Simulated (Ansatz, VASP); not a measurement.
## Al (Al wire along [110], 8 atoms a period) in two plane-wave programs

One calculation is typed for both programs; each brings its own data sets. How far apart do they land? Of the first pair: The structure shown is the start of the Ansatz relaxation below; VASP solves that cell, so the two are compared at the walk's first step.

Calculated with Ansatz 0.2.0; plane waves, with VASP 6.6.1 beside it; single point at PBE.

**1. Starting point**

The cell holds 8 atoms: 8 Al. Cell: a = 10.840 Å, b = 12.513 Å, c = 2.857 Å, α = 90.0°, β = 90.0°, γ = 90.0°. Vacuum lies along a and b. The structure's axis is c.

**2. Ansatz: relaxation, PBE**

Ansatz runs on its PAW soft_1 files.

The two programs are compared at the cell with which this relaxation starts, whose forces are those of its first step.

The input, input.yaml:

```yaml
crystal:
  lattice:
    - [10.84, 0.0, 0.0]
    - [0.0, 12.513, 0.0]
    - [0.0, 0.0, 2.856711396]
  atoms:
    - { symbol: Al, position: [0.313653137, 0.271717414, 0.0] }
    - { symbol: Al, position: [0.313653137, 0.500016894, 0.0] }
    - { symbol: Al, position: [0.686346863, 0.271717414, 0.0] }
    - { symbol: Al, position: [0.686346863, 0.500016894, 0.0] }
    - { symbol: Al, position: [0.5, 0.385867154, 0.5] }
    - { symbol: Al, position: [0.5, 0.614166634, 0.5] }
    - { symbol: Al, position: [0.313653137, 0.728316374, 0.0] }
    - { symbol: Al, position: [0.686346863, 0.728316374, 0.0] }
kpoints:
  mp_grid: { grid: [1, 1, 29] }
scf:
  occupations: { method: fermi_dirac, width: 0.05 }
hamiltonian:
  xc: pbe
  pseudopotentials: { kind: paw, azcp: { folder: soft_1 } }
relax:
  cell: { fix: [a, b, alpha, beta, gamma] }
  max_steps: 45
  f_tol: 0.03
```

On the command line:

```sh
ansatz run input.yaml --threads 4 --pin off --max-ram 16384MiB --backend cpu --events-out ev --progress --plain --runs-dir out
```

Numbers of over 12 decimals in the logs are rounded to 6 here.

The program printed:

```text
Engine: ansatz 0.2.0, aarch64-unknown-linux-gnu
Pseudopotentials: kind: paw
Pseudopotential: Al, paw, valence charge 3, recommended cutoff 420 eV (normal), soft_1/Al.paw.azcp
Functional definition: PBE
  parameter kappa = 0.804
  parameter beta = 0.066725
  exchange = pbe_x(kappa = kappa, mu = beta*pi^2/3)
  correlation = pbe_c(beta = beta)
Crystal: 8 atoms, lattice volume = 387.487 Å³
Basis set: ecut = 420 eV, 7569 PW (Γ), exchange–correlation on 150×180×40 points (8 copies of the dense FFT grid, shifted against one another)
Bands: 20, of which v1, the nominal top of the filled ones, is band 12 counted from 1 (11 counted from 0)
Symmetry: 8 space group operations
Space group: Pmmm (ITA 47), of the structure as read, at distance tolerance 7.3e-5 Å
k-points: 15 of 29
Non-local potential: Al, projectors of the file, l = 0: 2, l = 1: 2, l = 2: 1
PAW form: soft (Blöchl's): semilocal exchange-correlation on the pseudo side does not see the compensation charge
PAW one-centre angular grid: Al, 110 points (default); XC on 64 Gauss nodes
Initial density: superposition of atomic densities (neutral atoms: chi_scale 0, normalization atom)
Initial wavefunctions: pseudopotential atomic-orbital guess
Functional: x = pbe(κ = 0.804, μ = 0.219515), c = pbe(β = 0.066725)
SCF iter   1: F=—  HF=-4297.123242 eV  |F-HF|=—  |Δ(HF+E_count)|=         —  Δρ=1.93e-2  dr2=1.23e1  ethr=3.10e-3  ⟨swp⟩=9.9  Hψ=2168  notcnv=0
preconditioner: auto → LDOS  [metal: Δε(μ)=0.028 eV  Ē_g=5.670 eV  σ=0.050 eV  W_gap=0.14  n_scr=30 (ndim 8)  ℏωp=9.2 eV  f_vac=0.267  D(μ)=4.27/eV (n_scr^D=20)  β→1.0]
SCF iter   2: F=—  HF=-4295.179301 eV  |F-HF|=—  |Δ(HF+E_count)|=    1.94e0  Δρ=1.01e-2  dr2=1.12e0  ethr=3.10e-3  ⟨swp⟩=3.7  Hψ=834  notcnv=0  defer=14
SCF iter   3: F=—  HF=-4295.126537 eV  |F-HF|=—  |Δ(HF+E_count)|=   5.28e-2  Δρ=1.41e-3  dr2=3.61e-2  ethr=3.10e-3  ⟨swp⟩=3.8  Hψ=688  notcnv=0  defer=11
SCF iter   4: F=—  HF=-4295.122774 eV  |F-HF|=—  |Δ(HF+E_count)|=   3.76e-3  Δρ=3.25e-4  dr2=2.53e-3  ethr=1.50e-4  ⟨swp⟩=2.5  Hψ=561  notcnv=0  defer=10
SCF iter   5: F=—  HF=-4295.122665 eV  |F-HF|=—  |Δ(HF+E_count)|=   1.09e-4  Δρ=1.02e-4  dr2=1.09e-4  ethr=1.06e-5  ⟨swp⟩=2.3  Hψ=468  notcnv=0  defer=10
SCF iter   6: F=—  HF=-4295.122667 eV  |F-HF|=—  |Δ(HF+E_count)|=   1.98e-6  Δρ=1.84e-5  dr2=2.18e-6  ethr=4.54e-7  ⟨swp⟩=2.5  Hψ=478  notcnv=0  defer=10
SCF iter   7: F=—  HF=-4295.122722 eV  |F-HF|=—  |Δ(HF+E_count)|=   5.52e-5  Δρ=4.33e-6  dr2=1.28e-7  ethr=4.17e-10  ⟨swp⟩=6.1  Hψ=1246  notcnv=0
SCF iter   8: F=-4295.122722 eV  HF=-4295.122722 eV  |F-HF|=5.32e-9  |Δ(HF+E_count)|=   5.15e-8  Δρ=8.94e-7  dr2=9.71e-9  ethr=4.17e-10  ⟨swp⟩=4.5  Hψ=931  notcnv=0
SCF 1 converged in 8 iterations: F = -4295.122722 eV  dr2 = 9.71e-9
  greatest PAW one-centre occupation: 0.505 electrons in one spin orbital (limit 2), on the Al atom at site 7 (counted from 0), in its partial waves of l = 0
relax step   1: F+E_penalty+E_count = -4295.12272202 eV  Δ(F+E_penalty+E_count) = +0.000e0 eV  max|allowed force component| = 4.499e-1 eV/Å  Δτ_max = 0.0000 Å  P = -1.640 GPa  Ω = 387.487 Å³  fix = [a, b, alpha, beta, gamma]  reactions: a -0.284, b -1.963 GPa  (8 SCF iters, dr2 threshold 1.00e-7 eV, accepted)
[...]
relax step   4: F+E_penalty+E_count = -4295.55024753 eV  Δ(F+E_penalty+E_count) = -9.830e-3 eV  max|allowed force component| = 6.759e-2 eV/Å  Δτ_max = 0.0596 Å  P = +0.158 GPa  Ω = 359.944 Å³  energy of the carried Pulay correction = +2.043e-3 eV  fix = [a, b, alpha, beta, gamma]  reactions: a +0.437, b -0.276 GPa  (6 SCF iters, dr2 threshold 8.00e-7 eV, accepted)
[...]
relax step   5: F+E_penalty+E_count = -4295.55604385 eV  Δ(F+E_penalty+E_count) = -5.796e-3 eV  max|allowed force component| = 2.468e-2 eV/Å  Δτ_max = 0.0344 Å  P = +0.036 GPa  Ω = 361.350 Å³  energy of the carried Pulay correction = +1.935e-3 eV  fix = [a, b, alpha, beta, gamma]  reactions: a +0.186, b +0.089 GPa  (5 SCF iters, dr2 threshold 2.86e-7 eV, accepted)
[...]
relax step   6: F+E_penalty+E_count = -4295.55698257 eV  Δ(F+E_penalty+E_count) = -9.387e-4 eV  max|allowed force component| = 4.534e-3 eV/Å  Δτ_max = 0.0128 Å  P = +0.108 GPa  Ω = 360.785 Å³  energy of the carried Pulay correction = +1.979e-3 eV  fix = [a, b, alpha, beta, gamma]  reactions: a +0.261, b +0.090 GPa  (5 SCF iters, dr2 threshold 6.93e-8 eV, accepted)
[...]
relax step   7: F+E_penalty+E_count = -4295.55595119 eV  Δ(F+E_penalty+E_count) = +1.031e-3 eV  max|allowed force component| = 4.414e-3 eV/Å  Δτ_max = 0.0000 Å  P = +0.102 GPa  Ω = 360.785 Å³  fix = [a, b, alpha, beta, gamma]  reactions: a +0.257, b +0.086 GPa  stress off target by 3.62e-2 GPa on what of the cell is left free  SCF on the basis re-selected at this cell (its energy is not comparable with the rows above)  (5 SCF iters)
basis re-selected at this cell: Δ(F+E_penalty+E_count) = +1.031e-3 eV, ΔP = -0.006 GPa vs the last step (what re-selecting the basis moved, of the pressure what is left beyond the Pulay correction that the steps carried, after the strain that the cell walked since its last selection, with what the two solves' SCF thresholds leave and, on support functions, any second-order correction that the steps lacked; it is no measure of the basis error at this ecutwfc). The dense FFT grid was sized anew with the basis: this SCF ran on 75×90×18 points, the steps before it on 75×90×20, so part of this shift can come from that change (see relax.cell in the input reference). [rest of the remark cut]
SCF converged after 5 iterations
Free energy (F): -4295.555951 eV
Harris-Foulkes:  -4295.555951 eV  (|F-HF|=4.64e-11)
Internal energy: -4295.536278 eV  (E = F + TS)
E sigma→0 (E₀):  -4295.546114 eV
Entropy (-TS):   -0.019674 eV (-2.459 meV/atom)
Fermi energy:    0.463276 eV
--- Per-component energies (eV) ---
  E_band       = -80.030264
  E_kinetic    = 166.242800
  E_local      = -1147.879358  (includes V_loc(G=0)·N_el)
  E_nonlocal   = 83.519925
  E_hartree    = 533.405665
  E_xc         = -291.988149
  E_vxc        = -220.285153  (∫ρ·V_xc dr)
  E_paw        = -3755.667572  (= ΣΔE_a)
  E_vpaw       = -28.439998  (= ΣTr[D̂ρ^β])
  E_aug_tail   = -0.000014  (compensation charges beyond the density's cutoff)
  E_ewald      = 116.830424
  E_smearing   = -0.019674  (= −TS)
  E_closure    = 0.000000  (closes the sum)
  Σ components = -4295.555951   (vs F -4295.555951, Δ=0.00e0)
--- Forces (eV/Å), atoms counted from 1 ---
  atom   1  Al    -0.00120116     0.00201327     0.00000000
  atom   2  Al     0.00441369     0.00000000     0.00000000
  atom   3  Al     0.00120116     0.00201327     0.00000000
  atom   4  Al    -0.00441369    -0.00000000    -0.00000000
  atom   5  Al     0.00000000     0.00404988     0.00000000
  atom   6  Al     0.00000000    -0.00404988    -0.00000000
  atom   7  Al    -0.00120116    -0.00201327    -0.00000000
  atom   8  Al     0.00120116    -0.00201327    -0.00000000
  max |Σ_I F_I| component: 8.67e-19 eV/Å
--- Stress (GPa, compression-positive) ---
        0.256726      -0.000000      -0.000000
       -0.000000       0.086409       0.000000
       -0.000000       0.000000      -0.036170
  P = ⅓ Tr σ = 0.1023 GPa (1.023 kbar)
--- Relaxed structure (6 steps of the walk, 6 accepted, 1 SCFs on fresh bases) ---
  F+E_penalty+E_count = -4295.55595119 eV   max|allowed force component| = 4.414e-3 eV/Å   (the final SCF, on the basis selected at the relaxed cell)
  cell:  # Å, volume = 360.7852 Å³
    - [10.84, 0.0, 0.0]
    - [0.0, 12.513, 0.0]
    - [0.0, 0.0, 2.659855]
  atoms:
    - { symbol: Al, position: [0.300774, 0.287820, 0.0] }
    - { symbol: Al, position: [0.300757, 0.500017, 0.0] }
    - { symbol: Al, position: [0.699226, 0.287820, 0.0] }
    - { symbol: Al, position: [0.699243, 0.500017, 0.0] }
    - { symbol: Al, position: [0.5, 0.384148, 0.5] }
    - { symbol: Al, position: [0.5, 0.615886, 0.5] }
    - { symbol: Al, position: [0.300774, 0.712214, 0.0] }
    - { symbol: Al, position: [0.699226, 0.712214, 0.0] }
```

Reading the cycles: dr2 is the Hartree energy of the density residual (eV), the measure of convergence; HF is the Harris–Foulkes estimate of the energy, which meets the free energy F at convergence.

**3. VASP: single point, PBE, start cell, pair 1**

The same cell, functional, mesh and smearing now go to VASP, with its own data sets.

Lines of VASP's logs that name or quote its potential files are left out, and so is its time.

The input, INCAR:

```
SYSTEM = Al
PREC = Accurate
ENCUT = 400
EDIFF = 1E-06
NELM = 120
ISMEAR = -1
SIGMA = 0.05
LREAL = .FALSE.
ALGO = Normal
GGA = PE
NBANDS = 20
LORBIT = 11
LWAVE = .FALSE.
LCHARG = .FALSE.
ISIF = 2
LASPH = .TRUE.
GGA_COMPAT = .FALSE.
KPAR = 2
```

The input, POSCAR:

```
Al
1.0
   10.8400000000      0.0000000000      0.0000000000
    0.0000000000     12.5130000000      0.0000000000
    0.0000000000      0.0000000000      2.8567110000
Al
8
Direct
    0.3136531365      0.2717174139      0.0000000000
    0.3136531365      0.5000169025      0.0000000000
    0.6863468635      0.2717174139      0.0000000000
    0.6863468635      0.5000169025      0.0000000000
    0.5000000000      0.3858671782      0.5000000000
    0.5000000000      0.6141666268      0.5000000000
    0.3136531365      0.7283163910      0.0000000000
    0.6863468635      0.7283163910      0.0000000000
```

The input, KPOINTS:

```
Automatic mesh
0
Gamma
1 1 29
0 0 0
```

PAW data sets: Al (PBE family, release 64).

On the command line:

```sh
mpirun -np 2 vasp_std
```

The program printed:

```text
[banner, memory and clock lines left out]
running    2 mpi-ranks, on    1 nodes
 distrk:  each k-point on    1 cores,    2 groups
 distr:  one band on    1 cores,    1 groups

 POSCAR found type information on POSCAR Al
 POSCAR found :  1 types and       8 ions
 LDA part: xc-table for (Slater+PW92), standard interpolation
 POSCAR, INCAR and KPOINTS ok, starting setup
 FFT: planning ... GRIDC
 FFT: planning ... GRID_SOFT
 FFT: planning ... GRID
 WAVECAR not read
 entering main loop
       N       E                     dE             d eps       ncg     rms          rms(c)
DAV:   1     0.491575403239E+02    0.49158E+02   -0.61483E+03   600   0.678E+02
DAV:   2    -0.233824023951E+02   -0.72540E+02   -0.69292E+02   816   0.110E+02
DAV:   3    -0.270127072653E+02   -0.36303E+01   -0.35776E+01   788   0.257E+01
DAV:   4    -0.271350610350E+02   -0.12235E+00   -0.12224E+00   936   0.569E+00
DAV:   5    -0.271375860238E+02   -0.25250E-02   -0.25246E-02   944   0.768E-01    0.430E+00
DAV:   6    -0.252585300105E+02    0.18791E+01   -0.47937E+00   636   0.790E+00    0.213E+00
DAV:   7    -0.251312815761E+02    0.12725E+00   -0.79830E-01   744   0.303E+00    0.107E+00
DAV:   8    -0.250667759527E+02    0.64506E-01   -0.13865E-01   688   0.150E+00    0.444E-01
DAV:   9    -0.250589905878E+02    0.77854E-02   -0.36369E-02   712   0.810E-01    0.242E-01
DAV:  10    -0.250624398919E+02   -0.34493E-02   -0.70962E-03   672   0.364E-01    0.120E-01
DAV:  11    -0.250652738318E+02   -0.28339E-02   -0.37134E-03   628   0.272E-01    0.563E-02
DAV:  12    -0.250662644676E+02   -0.99064E-03   -0.85784E-04   652   0.143E-01    0.255E-02
DAV:  13    -0.250668447981E+02   -0.58033E-03   -0.30709E-04   632   0.926E-02    0.130E-02
DAV:  14    -0.250670690352E+02   -0.22424E-03   -0.12148E-04   636   0.527E-02    0.792E-03
DAV:  15    -0.250670764800E+02   -0.74448E-05   -0.20244E-05   772   0.214E-02    0.510E-03
DAV:  16    -0.250670725465E+02    0.39335E-05   -0.75729E-06   644   0.144E-02    0.132E-03
DAV:  17    -0.250670722502E+02    0.29625E-06   -0.57367E-07   496   0.388E-03
   1 F= -.25067072E+02 E0= -.25055306E+02  d E =-.235316E-01
```

OUTCAR, selected parts (step 3):

```text
ion  position               nearest neighbor table
   1  0.314  0.272  0.000-   5 2.86   5 2.86   2 2.86
   2  0.314  0.500  0.000-   5 2.86   6 2.86   5 2.86   6 2.86   7 2.86   1 2.86
   3  0.686  0.272  0.000-   5 2.86   5 2.86   4 2.86
   4  0.686  0.500  0.000-   5 2.86   6 2.86   5 2.86   6 2.86   8 2.86   3 2.86
   5  0.500  0.386  0.500-   6 2.86   4 2.86   2 2.86   2 2.86   4 2.86   1 2.86   1 2.86   3 2.86
                             3 2.86
   6  0.500  0.614  0.500-   5 2.86   4 2.86   2 2.86   2 2.86   4 2.86   7 2.86   8 2.86   7 2.86
                             8 2.86
   7  0.314  0.728  0.000-   6 2.86   6 2.86   2 2.86
   8  0.686  0.728  0.000-   6 2.86   6 2.86   4 2.86

  LATTYP: Found a simple orthorhombic cell.
 ALAT       =     2.8567110000
 B/A-ratio  =     3.7945735498
 C/A-ratio  =     4.3802120691

 Subroutine GETGRP returns: Found  8 space group operations
 (whereof  4 operations were pure point group operations)

The static configuration has the point symmetry C_2v.
 The point group associated with its full space group is D_2h.

 Found     15 irreducible k-points:

   k-points           NKPTS =     15   k-points in BZ     NKDIM =     15   number of bands    NBANDS=     20

   dimension x,y,z NGX =    72 NGY =   84 NGZ =   20
   dimension x,y,z NGXF=   144 NGYF=  168 NGZF=   40

   ENCUT  =  400.0 eV  29.40 Ry    5.42 a.u.  17.68 20.41  4.66*2*pi/ulx,y,z

   NELECT =      24.0000    total number of electrons

 k-points in reciprocal lattice and weights: Automatic mesh
   0.00000000  0.00000000  0.00000000       0.034
   0.00000000  0.00000000  0.03448276       0.069
   0.00000000  0.00000000  0.06896552       0.069
   0.00000000  0.00000000  0.10344828       0.069
   0.00000000  0.00000000  0.13793103       0.069
   0.00000000  0.00000000  0.17241379       0.069
   0.00000000  0.00000000  0.20689655       0.069
   0.00000000  0.00000000  0.24137931       0.069
   0.00000000  0.00000000  0.27586207       0.069
[...]
0.00000000  0.00000000  0.44827586       0.069
   0.00000000  0.00000000  0.48275862       0.069

 average (electrostatic) potential at core
       1 -80.6372       2 -80.2858       3 -80.6372       4 -80.2858       5 -80.2902
       6 -80.2902       7 -80.6372       8 -80.6372

 E-fermi :   0.2712

 k-point     1 :       0.0000    0.0000    0.0000
  band No.  band energies     occupation
    ...
      8      -3.3793      2.00000
      9      -1.7288      2.00000
     10      -1.6908      2.00000
     11      -1.3247      2.00000
     12      -1.0421      2.00000
     13       0.4781      0.03138
     14       0.6737      0.00064
     15       0.9943      0.00000
     16       1.7876      0.00000
     17       2.1177      0.00000
    ...

 k-point     2 :       0.0000    0.0000    0.0345
  band No.  band energies     occupation
    ...
      8      -3.3583      2.00000
      9      -1.7086      2.00000
     10      -1.6707      2.00000
     11      -1.3045      2.00000
     12      -1.0221      2.00000
     13       0.4977      0.02129
     14       0.6935      0.00043
     15       1.0137      0.00000
     16       1.8072      0.00000
     17       2.1375      0.00000
    ...

 k-point     3 :       0.0000    0.0000    0.0690
  band No.  band energies     occupation
    ...
      8      -3.2954      2.00000
      9      -1.6483      2.00000
     10      -1.6106      2.00000
     11      -1.2442      2.00000
     12      -0.9620      2.00000
     13       0.5566      0.00661
     14       0.7526      0.00013
     15       1.0718      0.00000
     16       1.8657      0.00000
     17       2.1967      0.00000
    ...

  Total       -0.7049030     -4.7763583     -6.4853171      0.0000000      0.0000000      0.0000000
  in kB       -2.9146266    -19.7492426    -26.8154300      0.0000000      0.0000000      0.0000000
  external PRESSURE =     -16.4930997 kB  Pullay stress =       0.0000000 kB

  energy-cutoff  :      400.00
  volume of cell :      387.49
      direct lattice vectors                 reciprocal lattice vectors
    10.840000000  0.000000000  0.000000000     0.092250923  0.000000000  0.000000000
     0.000000000 12.513000000  0.000000000     0.000000000  0.079916886  0.000000000
     0.000000000  0.000000000  2.856711000     0.000000000  0.000000000  0.350052910

 POSITION                                       TOTAL-FORCE (eV/Angst)
 -----------------------------------------------------------------------------------
      3.40000      3.40000      0.00000         0.145566      0.450760     -0.000000
      3.40000      6.25671      0.00000        -0.101752     -0.000000      0.000000
      7.44000      3.40000      0.00000        -0.145566      0.450760      0.000000
      7.44000      6.25671      0.00000         0.101752     -0.000000     -0.000000
      5.42000      4.82836      1.42836         0.000000     -0.037188      0.000000
      5.42000      7.68507      1.42836         0.000000      0.037188      0.000000
      3.40000      9.11342      0.00000         0.145566     -0.450760      0.000000
      7.44000      9.11342      0.00000        -0.145566     -0.450760      0.000000
 -----------------------------------------------------------------------------------
    total drift:                                0.000000      0.000001     -0.000000

  FREE ENERGIE OF THE ION-ELECTRON SYSTEM (eV)
  ---------------------------------------------------
  free  energy   TOTEN  =       -25.0670722502 eV

  energy  without entropy=      -25.0435406882  energy(sigma->0) =      -25.05530647

 total charge
# of ion       s       p       d       tot
------------------------------------------
    1        0.504   0.248   0.000   0.752
    2        0.467   0.304   0.000   0.771
    3        0.504   0.248   0.000   0.752
    4        0.467   0.304   0.000   0.771
    5        0.433   0.340   0.000   0.773
    6        0.433   0.340   0.000   0.773
    7        0.504   0.248   0.000   0.752
    8        0.504   0.248   0.000   0.752
--------------------------------------------------
tot          3.815   2.281   0.000   6.096

[... 3 further parts left out ...]
```

**4. Side by side**

Known differences besides the potentials themselves: the cutoff is 420 eV in Ansatz and 400 eV in VASP. Total energies have different zeros and are not compared.

Forces (eV/Å; atoms numbered as in POSCAR):

```tsv
atom	Ansatz x, y, z	VASP x, y, z
Al1	0.146, 0.450, 0.000	0.146, 0.451, 0.000
Al2	-0.103, 0.000, 0.000	-0.102, 0.000, 0.000
Al3	-0.146, 0.450, 0.000	-0.146, 0.451, 0.000
Al4	0.103, 0.000, 0.000	0.102, 0.000, 0.000
Al5	0.000, -0.039, 0.000	0.000, -0.037, 0.000
Al6	0.000, 0.039, 0.000	0.000, 0.037, 0.000
Al7	0.146, -0.450, 0.000	0.146, -0.451, 0.000
Al8	-0.146, -0.450, 0.000	-0.146, -0.451, 0.000
```

The forces differ by 0.7 meV/Å r.m.s., which is 0.3 % of the r.m.s. force of 0.196 eV/Å (both taken over all components).

[end of part 1 of 2]

[Lines on the potential files, build, host, timing and source positions are cut from VASP's logs without a mark.]

[Logs are printed without paths, hosts, clocks, repeated set-up lines and the standing remarks that a program may print on its own settings, such as how far it seeks lower states.]

[Hosts, paths, dates, database ids (printed as entryN), source tags and the programs' standing remarks are cut or masked in the printed files.]
